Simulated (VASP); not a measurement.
A VASP calculation is set up with these files.

**KPOINTS**
```
Automatic mesh
0
Gamma
15 15 15
0 0 0
```

INCAR:
```
SYSTEM = CeO
PREC = Accurate
ENCUT = 400
EDIFF = 1E-6
NELM = 100
ALGO = Normal
LREAL = .FALSE.
LASPH = .TRUE.
ISMEAR = 0
SIGMA = 0.1
LMAXMIX = 6
LWAVE = .FALSE.
LCHARG = .FALSE.
ISIF = 2
```

POSCAR:
```
CeO
1
    0.0000000000     2.4831400000     2.4831400000
    2.4831400000     0.0000000000     2.4831400000
    2.4831400000     2.4831400000     0.0000000000
Ce O
1 1
Direct
  0.0000000000   0.0000000000   0.0000000000
  0.5000000000   0.5000000000   0.5000000000
```

POTCAR, in this order: Ce O (LDA.64 set). Program: vasp_std.

Problem. Write an equivalent input for Ansatz.

Solution. One equivalent input (not run):
Ansatz 0.2 input:
```yaml
crystal:
  lattice:
    - [0.0000000, 2.4831400, 2.4831400]
    - [2.4831400, 0.0000000, 2.4831400]
    - [2.4831400, 2.4831400, 0.0000000]
  atoms:
    - { symbol: Ce, position: [0.0000000, 0.0000000, 0.0000000] }
    - { symbol: O, position: [0.5000000, 0.5000000, 0.5000000] }
kpoints:
  mp_grid: { grid: [15, 15, 15] }
hamiltonian:
  xc: lda
  pseudopotentials: { kind: paw }
scf:
  occupations: { method: gaussian, width: 0.1 }
  max_iter: 100
output: { forces: true, stress: true, eigenvalues: true }
```
What does not carry over: each code has its own PAW files, so the cut-off isn't converted (ENCUT is set for VASP's; basis.ecutwfc is left out, and Ansatz then takes the one that its files recommend); Ansatz stops its SCF on the density residual and VASP on the energy change (EDIFF); Ansatz's lda is the Perdew-Wang form, while the LDA potentials of VASP carry Perdew-Zunger's.

The structure comes from a computed database's CeO entry (Fm-3m); how it stands against other phases isn't given here. The cell was not relaxed at this level.
